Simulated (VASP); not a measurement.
Here is the system:

```
CELL_PARAMETERS angstrom
     -2.79130     2.79130     5.08587
      2.79130    -2.79130     5.08587
      2.79130     2.79130    -5.08587
ATOMIC_POSITIONS crystal
  Al 0.50000 0.50000 0.00000
  Al 0.25000 0.75000 0.50000
  Cd 0.00000 0.00000 0.00000
  S  0.39936 0.85486 0.98537
  S  0.86948 0.41399 0.01463
  S  0.14514 0.13052 0.54450
  S  0.58601 0.60064 0.45550
```

Level of theory: r2SCAN meta-GGA, VASP's PBE PAW potentials (set 64) (plane waves; VASP 6.6.1). Run with 400 eV cut-off, 6×6×6 Γ-centred mesh, tetrahedra with Blöchl corrections, potentials Al Cd S.

The cores are frozen, which limits the accuracy of field gradients.

Problem. Give the principal components of the electric field gradient (V/Å²) and the asymmetry η at each nucleus.

Solution. 
```csv
atom,Vxx,Vyy,Vzz,η
Al1,1.7,1.7,-3.4,0.00
Al2,-2.0,-2.0,4.0,0.00
Cd3,-20.6,-20.6,41.2,0.00
S4,40.3,24.8,-65.0,0.24
S5,40.3,24.8,-65.0,0.24
S6,40.3,24.8,-65.0,0.24
S7,40.3,24.8,-65.0,0.24
```

The compound is Al2CdS4 in the sg82 structure. It was relaxed first.
